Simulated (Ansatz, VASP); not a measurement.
## AsP in two plane-wave programs

Aim: how closely do two programs agree when they are given the same cell, functional and k mesh? Of the first pair: The structure shown is the start of the Ansatz relaxation below; VASP solves that cell, so the two are compared at the walk's first step.

Program: Ansatz 0.2.0. Level of theory: plane waves, with VASP 6.6.1 beside it; single point at PBEsol. Results are calculated unless marked as measured.

**1. Set-up**

The cell holds 2 atoms: 1 P and 1 As. Its edges and angles: a = 3.273 Å, b = 3.273 Å, c = 29.700 Å, α = 90.0°, β = 90.0°, γ = 120.0°. Vacuum lies along c.

**2. Ansatz: relaxation, PBEsol**

Ansatz runs on its PAW soft_1 files.

The two programs are compared at the cell with which this relaxation starts, whose forces are those of its first step.

input.yaml

```yaml
crystal:
  lattice:
    - [3.2727468745, 0.0, 0.0]
    - [-1.6363734372, 2.8342819335, 0.0]
    - [0.0, 0.0, 29.7]
  atoms:
    - { symbol: P, position: [0.3333333333, 0.6666666667, 0.4791012333] }
    - { symbol: As, position: [0.6666666667, 0.3333333333, 0.5208987667] }
  periodic: [true, true, false]
kpoints:
  mp_grid: { grid: [9, 9, 1] }
hamiltonian:
  xc: pbesol
  pseudopotentials: { kind: paw, azcp: { folder: soft_1 }, xc_functional: pbe }
scf:
  occupations: { method: fermi_dirac, width: 0.02 }
relax:
  f_tol: 0.01
  max_steps: 100
  cell: {}
output:
  write_density: true
  write_potential: true
  elf: true
  volumetric_format: npy
```

Launch:

```
$ ansatz run input.yaml --threads 4 --pin off --max-ram 17510MiB --backend cpu --events-out ev --progress --plain --runs-dir out
```

Numbers of over 12 decimals in the logs are rounded to 6 here.

Output:

```text
Engine: ansatz 0.2.0, aarch64-unknown-linux-gnu
Pseudopotentials: kind: paw
Pseudopotential: P, paw, valence charge 5, recommended cutoff 420 eV (normal), soft_1/P.paw.azcp
Pseudopotential: As, paw, valence charge 15, recommended cutoff 420 eV (normal), soft_1/As.paw.azcp
Functional definition: PBEsol
  exchange = pbesol_x
  correlation = pbesol_c
Crystal: 2 atoms, lattice volume = 275.494 Å³
Basis set: ecut = 420 eV, 5499 PW (Γ), exchange–correlation on 48×48×400 points (8 copies of the dense FFT grid, shifted against one another)
Bands: 14, of which v1, the nominal top of the filled ones, is band 10 counted from 1 (9 counted from 0)
Symmetry: 6 space group operations
Space group: P3m1 (ITA 156), of the structure as read, at distance tolerance 6.5e-5 Å
k-points: 12 of 81 (time reversal used)
Non-local potential: P, projectors of the file, l = 0: 2, l = 1: 2, l = 2: 1
Non-local potential: As, projectors of the file, l = 0: 2, l = 1: 2, l = 2: 3, l = 3: 1
PAW form: soft (Blöchl's): semilocal exchange-correlation on the pseudo side does not see the compensation charge
PAW frozen core: P, regenerated for the run's functional, and the local potential with it (the file was generated under x = pbe(κ = 0.804, μ = 0.219515), c = pbe(β = 0.066725))
PAW frozen core: As, regenerated for the run's functional, and the local potential with it (the file was generated under x = pbe(κ = 0.804, μ = 0.219515), c = pbe(β = 0.066725))
PAW one-centre angular grid: P, 110 points (default); XC on 64 Gauss nodes
PAW one-centre angular grid: As, 590 points (default); XC on 64 Gauss nodes
Initial density: superposition of atomic densities (neutral atoms: chi_scale 0, normalization atom)
Initial wavefunctions: pseudopotential atomic-orbital guess
Functional: x = pbesol(κ = 0.804, μ = 0.123457), c = pbesol(β = 0.046)
iter 1 solved again at ethr=2.73e-3 eV; its pass at ethr=3.10e-3 eV (dr2=5.46e-1 eV) is discarded
SCF iter   1: F=—  HF=-5552.765158 eV  |F-HF|=—  |Δ(HF+E_count)|=         —  Δρ=1.42e-2  dr2=5.38e-1  ethr=2.73e-3  ⟨swp⟩=1.1  Hψ=2078  notcnv=0
preconditioner: auto → none  [insulator: Δε(μ)=1.984 eV  Ē_g=10.612 eV  σ=0.020 eV  W_gap=1.00  n_scr=16 (ndim 8)  ℏωp=7.1 eV  f_vac=0.802  D(μ)=0.00/eV (n_scr^D=0)  ε∞_Penn≈1.4]
SCF iter   2: F=—  HF=-5552.728041 eV  |F-HF|=—  |Δ(HF+E_count)|=   3.71e-2  Δρ=7.69e-3  dr2=7.10e-1  ethr=2.69e-3  ⟨swp⟩=4.5  Hψ=491  notcnv=0
SCF iter   3: F=—  HF=-5552.746007 eV  |F-HF|=—  |Δ(HF+E_count)|=   1.80e-2  Δρ=6.67e-3  dr2=8.50e-1  ethr=2.69e-3  ⟨swp⟩=4.6  Hψ=504  notcnv=0
SCF iter   4: F=—  HF=-5552.629343 eV  |F-HF|=—  |Δ(HF+E_count)|=   1.17e-1  Δρ=1.52e-3  dr2=3.44e-3  ethr=2.69e-3  ⟨swp⟩=3.4  Hψ=443  notcnv=0
SCF iter   5: F=—  HF=-5552.628051 eV  |F-HF|=—  |Δ(HF+E_count)|=   1.29e-3  Δρ=3.67e-4  dr2=4.72e-4  ethr=1.72e-5  ⟨swp⟩=4.9  Hψ=525  notcnv=0
SCF iter   6: F=—  HF=-5552.627967 eV  |F-HF|=—  |Δ(HF+E_count)|=   8.43e-5  Δρ=1.35e-4  dr2=2.36e-5  ethr=2.36e-6  ⟨swp⟩=2.8  Hψ=250  notcnv=0
SCF iter   7: F=—  HF=-5552.627949 eV  |F-HF|=—  |Δ(HF+E_count)|=   1.82e-5  Δρ=2.32e-5  dr2=6.46e-7  ethr=1.18e-7  ⟨swp⟩=2.8  Hψ=321  notcnv=0
SCF iter   8: F=—  HF=-5552.627949 eV  |F-HF|=—  |Δ(HF+E_count)|=   1.31e-7  Δρ=9.04e-6  dr2=6.12e-7  ethr=5.00e-10  ⟨swp⟩=15.8  Hψ=1732  notcnv=0
SCF iter   9: F=-5552.627948 eV  HF=-5552.627948 eV  |F-HF|=6.85e-8  |Δ(HF+E_count)|=   3.21e-7  Δρ=2.79e-6  dr2=6.11e-8  ethr=5.00e-10  ⟨swp⟩=11.8  Hψ=1403  notcnv=0
SCF 1 converged in 9 iterations: F = -5552.627948 eV  dr2 = 6.11e-8
  greatest PAW one-centre occupation: 0.999 electrons in one spin orbital (limit 2), on the As atom at site 1 (counted from 0), in its partial waves of l = 2
relax step   1: F+E_penalty+E_count = -5552.62794837 eV  Δ(F+E_penalty+E_count) = +0.000e0 eV  max|allowed force component| = 1.951e0 eV/Å  Δτ_max = 0.0000 Å  P = +5.265 N/m  Ω = 275.494 Å³  fix = [c, alpha, beta]  reactions: c +0.000 N/m  (9 SCF iters, dr2 threshold 1.00e-7 eV, accepted)
[...]
relax step   3: F+E_penalty+E_count = -5552.81049466 eV  Δ(F+E_penalty+E_count) = -2.888e-2 eV  max|allowed force component| = 7.999e-2 eV/Å  Δτ_max = 0.0056 Å  P = +0.314 N/m  Ω = 295.624 Å³  energy of the carried Pulay correction = -4.228e-4 eV  fix = [c, alpha, beta]  reactions: c +0.000 N/m  (6 SCF iters, dr2 threshold 2.00e-7 eV, accepted)
[...]
relax step   4: F+E_penalty+E_count = -5552.81118650 eV  Δ(F+E_penalty+E_count) = -6.918e-4 eV  max|allowed force component| = 1.083e-2 eV/Å  Δτ_max = 0.0010 Å  P = +0.028 N/m  Ω = 297.402 Å³  energy of the carried Pulay correction = -4.587e-4 eV  fix = [c, alpha, beta]  reactions: c +0.000 N/m  (5 SCF iters, dr2 threshold 2.00e-7 eV, accepted)
[...]
relax step   5: F+E_penalty+E_count = -5552.81119114 eV  Δ(F+E_penalty+E_count) = -4.637e-6 eV  max|allowed force component| = 3.911e-4 eV/Å  Δτ_max = 0.0003 Å  P = +0.002 N/m  Ω = 297.544 Å³  energy of the carried Pulay correction = -4.616e-4 eV  fix = [c, alpha, beta]  reactions: c +0.000 N/m  (6 SCF iters, dr2 threshold 7.33e-9 eV, accepted)
[...]
relax step   6: F+E_penalty+E_count = -5552.81185036 eV  Δ(F+E_penalty+E_count) = -6.592e-4 eV  max|allowed force component| = 8.744e-4 eV/Å  Δτ_max = 0.0000 Å  P = +0.013 N/m  Ω = 297.544 Å³  fix = [c, alpha, beta]  reactions: c +0.000 N/m  stress off target by 1.33e-2 N/m on what of the cell is left free  SCF on the basis re-selected at this cell (its energy is not comparable with the rows above)  (7 SCF iters)
basis re-selected at this cell: Δ(F+E_penalty+E_count) = -6.592e-4 eV, ΔP = +0.011 N/m vs the last step (what re-selecting the basis moved, of the pressure what is left beyond the Pulay correction that the steps carried, after the strain that the cell walked since its last selection, with what the two solves' SCF thresholds leave and, on support functions, any second-order correction that the steps lacked; it is no m [...]
SCF converged after 7 iterations
Free energy (F): -5552.811850 eV
Harris-Foulkes:  -5552.811850 eV  (|F-HF|=1.08e-10)
Internal energy: -5552.811850 eV  (E = F + TS)
E sigma→0 (E₀):  -5552.811850 eV
Fermi energy:    -4.889046 eV
--- Per-component energies (eV) ---
  E_band       = -518.429904
  E_kinetic    = 163.862083
  E_local      = -25811.554870  (includes V_loc(G=0)·N_el)
  E_nonlocal   = -358.540374
  E_hartree    = 12871.026261
  E_xc         = -140.801306
  E_vxc        = -132.947646  (∫ρ·V_xc dr)
  E_paw        = -2514.514518  (= ΣΔE_a)
  E_vpaw       = -121.301667  (= ΣTr[D̂ρ^β])
  E_aug_tail   = -0.000007  (compensation charges beyond the density's cutoff)
  E_ewald      = 10236.698356
  E_core_change = 1.012526  (= ΣΔE_core)
  E_smearing   = -0.000000  (= −TS)
  E_closure    = -0.000000  (closes the sum)
  Σ components = -5552.811850   (vs F -5552.811850, Δ=0.00e0)
--- Forces (eV/Å), atoms counted from 1 ---
  atom   1  P      0.00000000    -0.00000000     0.00087448
  atom   2  As    -0.00000000     0.00000000    -0.00087435
  max |Σ_I F_I| component: 1.29e-7 eV/Å
--- 2D stress c σ (N/m, compression-positive) ---
        0.013297       0.000000       0.000000
       -0.000000       0.013297       0.000000
        0.000000       0.000000       0.000000
  P = ½ c Tr σ = 0.0133 N/m
--- Band table (eV; the first three rows and the last of 12) ---
  k-point 0: bands = [... 6 lower, -12.5823, -6.3582, -5.7187, -5.7187, -2.8253, -1.9362, -1.9362, -0.6943]
  k-point 1: bands = [... 6 lower, -12.4946, -7.1533, -6.2531, -6.1157, -2.6651, -1.4990 (-1.4990°), -1.4078, -0.4136]
  k-point 2: bands = [... 6 lower, -12.4240, -9.0695, -6.8465, -6.0599, -3.6061, -0.8808 (-0.8808°), -0.8050, 0.0927]
  k-point 11: bands = [... 6 lower, -15.2709, -10.7544, -7.7390, -7.6632, -3.8027, -0.7761, -0.6392, 2.5275]
  ° read free of the cell's end (the report's vacuum.weakly_bound_levels)
--- Relaxed structure (5 steps of the walk, 5 accepted, 1 SCFs on fresh bases) ---
  F+E_penalty+E_count = -5552.81185036 eV   max|allowed force component| = 8.744e-4 eV/Å   (the final SCF, on the basis selected at the relaxed cell)
  cell:  # Å, volume = 297.5438 Å³
    - [3.401198, -3.000048233816175e-11, 0]
    - [-1.700599, 2.945524, 0]
    - [0, 0, 29.7]
  atoms:
    - { symbol: P, position: [0.333333, 0.666667, 0.477781] }
    - { symbol: As, position: [0.666667, 0.333333, 0.522219] }
```

**3. VASP: single point, PBEsol, start cell, pair 1**

The same cell, functional, mesh and smearing now go to VASP, with its own data sets.

Lines of VASP's logs that name or quote its potential files are left out, and so is its time.

INCAR

```
SYSTEM = AsP
PREC = Accurate
ENCUT = 400
EDIFF = 1E-06
NELM = 120
ISMEAR = -1
SIGMA = 0.02
LREAL = .FALSE.
ALGO = Normal
GGA = PS
NBANDS = 11
LORBIT = 11
LWAVE = .FALSE.
LCHARG = .FALSE.
ISIF = 2
LDIPOL = .TRUE.
IDIPOL = 3
DIPOL = 0.5 0.5 0.5
LVHAR = .TRUE.
LASPH = .TRUE.
GGA_COMPAT = .FALSE.
EFERMI = MIDGAP
NELMDL = -8
```

POSCAR

```
AsP
1.0
    3.2727470000      0.0000000000      0.0000000000
   -1.6363730000      2.8342820000      0.0000000000
    0.0000000000      0.0000000000     29.7000000000
P As
1 1
Direct
    0.3333331727      0.6666665491      0.4791012458
    0.6666665060      0.3333332158      0.5208987542
```

KPOINTS

```
Automatic mesh
0
Gamma
9 9 1
0 0 0
```

Potentials, in the order of the species: P and As (PBE family, release 64).

Launch:

```
$ mpirun -np 1 vasp_std
```

Output:

```text
[banner, memory and clock lines left out]
running    1 mpi-ranks, on    1 nodes
 distrk:  each k-point on    1 cores,    1 groups
 distr:  one band on    1 cores,    1 groups

 POSCAR found type information on POSCAR P As
 POSCAR found :  2 types and       2 ions
|                                                                             |
|               ----> ADVICE to this user running VASP <----                  |
|                                                                             |
|     You enforced a specific xc type in the INCAR file but a different       |
|     [... a line on the potential file left out ...]
|     I HOPE YOU KNOW WHAT YOU ARE DOING!                                     |
|                                                                             |

 LDA part: xc-table for (Slater+PW92), standard interpolation
 POSCAR, INCAR and KPOINTS ok, starting setup
 FFT: planning ... GRIDC
 FFT: planning ... GRID_SOFT
 FFT: planning ... GRID
 WAVECAR not read
 entering main loop
       N       E                     dE             d eps       ncg     rms          rms(c)
DAV:   1     0.633356300793E+02    0.63336E+02   -0.26141E+03   264   0.475E+02
DAV:   2    -0.452518989075E+01   -0.67861E+02   -0.59560E+02   455   0.934E+01
DAV:   3    -0.105069408619E+02   -0.59818E+01   -0.59495E+01   394   0.385E+01
DAV:   4    -0.105672455941E+02   -0.60305E-01   -0.60239E-01   392   0.442E+00
DAV:   5    -0.105676123600E+02   -0.36677E-03   -0.36673E-03   393   0.342E-01
DAV:   6    -0.105676165876E+02   -0.42276E-05   -0.42276E-05   401   0.356E-02
DAV:   7    -0.105676166309E+02   -0.43278E-07   -0.43299E-07   401   0.321E-03
DAV:   8    -0.105676166316E+02   -0.74579E-09   -0.67781E-09   366   0.370E-04    0.609E+00
DAV:   9    -0.104531463715E+02    0.11447E+00   -0.18119E-01   334   0.181E+00    0.360E+00
DAV:  10    -0.104128553235E+02    0.40291E-01   -0.12142E-01   335   0.178E+00    0.329E-01
DAV:  11    -0.104124760023E+02    0.37932E-03   -0.67312E-03   345   0.508E-01    0.214E-01
DAV:  12    -0.104122663021E+02    0.20970E-03   -0.78075E-04   398   0.155E-01    0.967E-02
DAV:  13    -0.104122125363E+02    0.53766E-04   -0.32086E-04   368   0.887E-02    0.212E-02
DAV:  14    -0.104122037370E+02    0.87994E-05   -0.43776E-05   387   0.325E-02    0.103E-02
DAV:  15    -0.104122334703E+02   -0.29733E-04   -0.36468E-05   365   0.245E-02    0.615E-03
DAV:  16    -0.104122931478E+02   -0.59678E-04   -0.13515E-05   352   0.134E-02    0.390E-03
DAV:  17    -0.104123505251E+02   -0.57377E-04   -0.60236E-06   335   0.854E-03    0.259E-03
DAV:  18    -0.104123679997E+02   -0.17475E-04   -0.57317E-07   415   0.304E-03    0.141E-03
DAV:  19    -0.104123824874E+02   -0.14488E-04   -0.31383E-07   348   0.166E-03    0.691E-04
DAV:  20    -0.104123904507E+02   -0.79633E-05   -0.34451E-07   378   0.135E-03    0.426E-04
DAV:  21    -0.104123937931E+02   -0.33424E-05   -0.68463E-08   325   0.669E-04    0.165E-04
DAV:  22    -0.104123954306E+02   -0.16374E-05   -0.34664E-08   312   0.401E-04    0.108E-04
DAV:  23    -0.104123964281E+02   -0.99751E-06   -0.17149E-08   290   0.294E-04
   1 F= -.10412396E+02 E0= -.10412396E+02  d E =-.320269E-20
```

OUTCAR, selected parts (step 3):

```text
ion  position               nearest neighbor table
   1  0.333  0.667  0.479-   2 2.26   2 2.26   2 2.26
   2  0.667  0.333  0.521-   1 2.26   1 2.26   1 2.26

  LATTYP: Found a hexagonal cell.
 ALAT       =     3.2727470000
 C/A-ratio  =     9.0749452982

 Subroutine GETGRP returns: Found  6 space group operations
 (whereof  6 operations were pure point group operations)

The static configuration has the point symmetry C_3v.

 Found     12 irreducible k-points:

   k-points           NKPTS =     12   k-points in BZ     NKDIM =     12   number of bands    NBANDS=     11

   dimension x,y,z NGX =    24 NGY =   24 NGZ =  196
   dimension x,y,z NGXF=    48 NGYF=   48 NGZF=  392

   ENCUT  =  400.0 eV  29.40 Ry    5.42 a.u.   5.34  5.34 48.43*2*pi/ulx,y,z

   NELECT =      10.0000    total number of electrons

 k-points in reciprocal lattice and weights: Automatic mesh
   0.00000000  0.00000000  0.00000000       0.012
   0.11111111  0.00000000  0.00000000       0.074
   0.22222222  0.00000000  0.00000000       0.074
   0.33333333  0.00000000  0.00000000       0.074
   0.44444444  0.00000000  0.00000000       0.074
   0.11111111  0.11111111  0.00000000       0.074
   0.22222222  0.11111111  0.00000000       0.148
   0.33333333  0.11111111  0.00000000       0.148
   0.44444444  0.11111111  0.00000000       0.074
   0.22222222  0.22222222  0.00000000       0.074
   0.33333333  0.22222222  0.00000000       0.148
   0.33333333  0.33333333  0.00000000       0.025

 dipolmoment           0.000000      0.000000     -0.020200 electrons x Angstroem

 average (electrostatic) potential at core
       1 -92.3193       2 -58.2191

 E-fermi :  -3.4606

 k-point     1 :       0.0000    0.0000    0.0000
  band No.  band energies     occupation
      1     -19.3759      2.00000
      2     -11.2547      2.00000
      3      -4.9772      2.00000
      4      -4.3641      2.00000
      5      -4.3641      2.00000
      6      -0.6453      0.00000
      7      -0.2268      0.00000
      8      -0.2268      0.00000
      9       0.7734      0.00000
     10       1.3641      0.00000
    ...

 k-point     2 :       0.1111    0.0000    0.0000
  band No.  band energies     occupation
      1     -19.1676      2.00000
      2     -11.1161      2.00000
      3      -5.9392      2.00000
      4      -4.8457      2.00000
      5      -4.8309      2.00000
      6      -0.9115      0.00000
      7       0.3496      0.00000
      8       0.6984      0.00000
      9       1.1707      0.00000
     10       1.5845      0.00000
    ...

 k-point     3 :       0.2222    0.0000    0.0000
  band No.  band energies     occupation
      1     -18.5499      2.00000
      2     -10.8988      2.00000
      3      -8.1806      2.00000
      4      -5.6696      2.00000
      5      -4.5660      2.00000
      6      -1.9840      0.00000
      7       1.0050      0.00000
      8       1.1832      0.00000
      9       1.6442      0.00000
     10       2.3139      0.00000
    ...

  Total        3.1840604      3.1840603      2.5398664      0.0000006      0.0000000      0.0000000
  in kB       18.5173972     18.5173966     14.7709868      0.0000033      0.0000000      0.0000000
  external PRESSURE =      17.2685936 kB  Pullay stress =       0.0000000 kB

  energy-cutoff  :      400.00
  volume of cell :      275.49
      direct lattice vectors                 reciprocal lattice vectors
     3.272747000  0.000000000  0.000000000     0.305553714  0.176411468  0.000000000
    -1.636373000  2.834282000  0.000000000     0.000000000  0.352823043  0.000000000
     0.000000000  0.000000000 29.700000000     0.000000000  0.000000000  0.033670034

 POSITION                                       TOTAL-FORCE (eV/Angst)
 -----------------------------------------------------------------------------------
      0.00000      1.88952     14.22931         0.000000      0.000000     -2.051051
      1.63637      0.94476     15.47069        -0.000000      0.000000      2.051051
 -----------------------------------------------------------------------------------
    total drift:                                0.000133      0.000133      0.000282

  FREE ENERGIE OF THE ION-ELECTRON SYSTEM (eV)
  ---------------------------------------------------
  free  energy   TOTEN  =       -10.4123964281 eV

  energy  without entropy=      -10.4123964281  energy(sigma->0) =      -10.41239643

 vacuum level on the upper side and lower side of the slab         1.360         1.754

 total charge
# of ion       s       p       d       tot
------------------------------------------
    1        1.095   1.408   0.000   2.503
    2        1.278   1.505   0.083   2.865
--------------------------------------------------
tot          2.373   2.912   0.083   5.368

[... 3 further parts left out ...]
```

**4. Comparison**

Known differences besides the potentials themselves: Ansatz cuts the interaction across the vacuum, VASP repeats the sheet with a dipole correction; the data sets hold 20 valence electrons in Ansatz (on its PAW soft_1 files) and 10 in VASP; the cutoff is 420 eV in Ansatz and 400 eV in VASP; Ansatz makes its cores anew for this functional, VASP keeps those of its PBE data sets. Total energies have different zeros and are not compared.

Forces (eV/Å; atoms numbered as in POSCAR):

| atom | Ansatz x, y, z | VASP x, y, z |
| --- | --- | --- |
| P1 | 0.000, 0.000, -1.951 | 0.000, 0.000, -2.051 |
| As2 | 0.000, 0.000, 1.951 | 0.000, 0.000, 2.051 |

The forces differ by 58 meV/Å r.m.s., which is 4.9 % of the r.m.s. force of 1.184 eV/Å (both taken over all components). With vacuum in the cell, a pressure given here is an average over mostly empty space and none of the material.

**5. Other set-ups**

Further runs change the set-up of one program: Ansatz's method, potentials or start, or VASP's data sets, cutoff or form of LDA. The table gives that difference for each run.

| run | r.m.s. force difference (meV/Å) |
| --- | --- |
| as above | 58 |
| VASP with the data sets P and As_d and a cutoff of 520 eV | 20 |

(Continued in part 2 of 2.)

[Lines on the potential files, build, host, timing and source positions are cut from VASP's logs without a mark.]

[Logs are printed without paths, hosts, clocks, repeated set-up lines and the standing remarks that a program may print on its own settings, such as how far it seeks lower states.]

[Hosts, paths, dates, database ids (printed as entryN), source tags and the programs' standing remarks are cut or masked in the printed files.]
